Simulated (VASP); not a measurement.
A convergence study with VASP on RuAl (CsCl type): one setting is varied, all else stays as given below, so the limit is that of these other settings. Each run relaxes cell and ions; the cell shown is the tightest run's result. The basis is that of the starting cell, so low cut-offs carry a Pulay error.

```yaml
crystal:
  lattice:
    - [3.00384, 0.00000, 0.00000]
    - [0.00000, 3.00384, 0.00000]
    - [0.00000, 0.00000, 3.00384]
  atoms:
    - { symbol: Al, position: [0.50000, 0.50000, 0.50000] }
    - { symbol: Ru, position: [0.00000, 0.00000, 0.00000] }
```

Method: PBE GGA, VASP's PBE PAW potentials (set 64) (plane waves; VASP 6.6.1). The tightest run used: 700 eV cut-off, 10×10×10 Γ-centred mesh, first-order Methfessel-Paxton smearing of 0.10 eV, potentials Al Ru_pv.

The reference is ENCUT = 700, which took about 2 core-minutes. The timings are rough (shared machines, no repeats); factors under 2 mean little.

Q: Of the settings ENCUT = 200; ENCUT = 250; ENCUT = 300; ENCUT = 350; ENCUT = 400; ENCUT = 450; ENCUT = 500; ENCUT = 550; ENCUT = 600; ENCUT = 650; ENCUT = 700, which is the lowest that keeps the difference from the reference in relaxed volume (Å³/atom) within 0.05 from there on, and what does it cost?

A: ENCUT = 400; its cost over the reference is about 1/2.
```csv
setting,difference in relaxed volume (Å³/atom),cost over the reference
ENCUT = 200,1.402,about 1/3
ENCUT = 250,0.174,about 1/5
ENCUT = 300,0.023,about 1/4
ENCUT = 350,0.063,about 1/3
ENCUT = 400,0.035,about 1/2
ENCUT = 450,0.007,within a factor of 2
ENCUT = 500,0.001,within a factor of 2
ENCUT = 550,0.003,within a factor of 2
ENCUT = 600,0.004,within a factor of 2
ENCUT = 650,0.002,within a factor of 2
ENCUT = 700,0.000,reference
```

Left out are rungs that failed or repeat a setting and relaxations that didn't move; long series are thinned to 24 rows.

The compound is RuAl in the CsCl type structure. The electron count is odd and the run is not spin-polarised, which forces a metal.
